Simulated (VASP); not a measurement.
The system is LiGaO.

```xyz
6
Lattice="-2.4426 2.4564 3.2821 2.4426 -2.4564 3.2821 2.4426 2.4564 -3.2821" Properties=species:S:1:pos:R:3 pbc="T T T"
Li    2.4426    1.2282   -0.8491
Li    0.0000    1.2282    4.1312
Ga   -1.2213    1.2282    1.6410
Ga    1.2213    1.2282    1.6410
O     0.0000    2.4564    0.0000
O     0.0000    0.0000    0.0000
```

The cell was built by a generator and needn't be a form met in nature.

| Quantity | Value |
| --- | --- |
| Program | VASP 6.6.1 |
| Task | relaxation of cell and atoms |
| Functional | PBE |
| Potentials or basis | VASP PAW PBE potentials, release 64 (Li_sv, Ga_d, O) |
| Cutoff | 600 eV |
| k mesh | 8 × 8 × 8 |
| Occupations | gaussian, width 0.05 eV |
| Spin | no spin polarisation |

At the start: pressure -3.5 GPa; volume 13.13 Å³/atom.

Q: Where does the relaxation end?

A: Over 18 steps the energy falls by 457.3 meV/atom and the volume is 12.61 Å³/atom (-4.0 %); space group Imma (No. 74, to 0.05 Å).

Step by step:
```tsv
step	energy change (eV)	largest force (eV/Å)	pressure (GPa)	volume (Å³)
1	0.0000	0.2563	-3.54	78.77
2	-0.9162	0.6140	-0.89	75.21
3	-1.2505	1.0118	3.95	72.05
4	-1.2606	1.1504	5.74	71.12
5	-1.5974	1.2862	0.14	74.96
6	-1.6966	1.4445	-5.58	80.44
7	-1.7083	1.4056	-3.95	78.64
8	-2.0845	1.2433	-3.92	77.57
9	-2.5532	0.0337	1.59	73.83
10	-2.5783	0.6058	-1.15	75.00
11	-2.5932	0.3957	-0.23	74.55
12	-2.7183	0.1648	0.78	74.12
13	-2.7257	0.1039	1.25	73.95
14	-2.7375	0.1506	-0.54	75.78
15	-2.7376	0.1467	-0.40	75.64
16	-2.7418	0.0860	-0.05	75.47
17	-2.7426	0.0458	0.19	75.36
18	-2.7438	0.0134	0.07	75.64
```

Final structure:
```yaml
crystal:
  lattice:
    - [-2.52493, 2.91509, 2.56916]
    - [2.52493, -2.91509, 2.56916]
    - [2.52493, 2.91509, -2.56916]
  atoms:
    - { symbol: Li, position: [0.98803, 0.23803, 0.75000] }
    - { symbol: Li, position: [0.01197, 0.76197, 0.25000] }
    - { symbol: Ga, position: [0.50000, 0.00000, 0.00000] }
    - { symbol: Ga, position: [0.50000, 0.50000, 0.50000] }
    - { symbol: O, position: [0.50000, 0.00000, 0.50000] }
    - { symbol: O, position: [0.00000, 0.00000, 0.00000] }
```

Caveat: the cutoff is under 1.25 times the usual one of these potentials, so pressure, stress and relaxed cells hold a basis-set (Pulay) error.
